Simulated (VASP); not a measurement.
Calculation: PBE GGA, VASP's PBE PAW potentials (set 64) (plane waves; VASP).

The input files of a VASP run:

File POSCAR:
```
MnSe2
1
    1.8134810000     1.0470140000     5.4979680000
   -1.8134810000     1.0470140000     5.4979680000
    0.0000000000    -2.0940270000     5.4979680000
Mn Se
1 2
Direct
  0.0000000000   0.0000000000   0.0000000000
  0.2520000000   0.2520000000   0.2520000000
  0.7480000000   0.7480000000   0.7480000000
```

**INCAR**
```
SYSTEM = MnSe2
PREC = Accurate; ENCUT = 300; LREAL = F
LASPH = T
EDIFF = 1E-6; NELM = 100; ALGO = Normal
LMAXMIX = 4
ISMEAR = -1; SIGMA = 0.136
GGA = PE
MAGMOM = 4.0 2*0.0
ISPIN = 2
ISIF = 2
LWAVE = F; LCHARG = F; LORBIT = 11
```

**KPOINTS**
```
kpoints
0
G
  4 4 4
```

POTCAR, in this order: Mn_pv Se (PBE.64 set). Program: vasp_std.

### Question
What will the output report for the number of irreducible k-points (NKPTS), largest plane-wave count, number of space-group operations, FFT grid (NGX, NGY, NGZ)?

### Answer

- number of irreducible k-points (NKPTS) = 13
- largest plane-wave count = 748
- number of space-group operations = 12
- FFT grid (NGX, NGY, NGZ) = 36 × 36 × 36

The structure was generated: MnSe2 was put into an ordered model structure, which need not be its known phase. The cell was not relaxed at this level. The k-mesh is coarse (spacing up to 0.51 per Å, 2π included), so the numbers may not be converged in it.
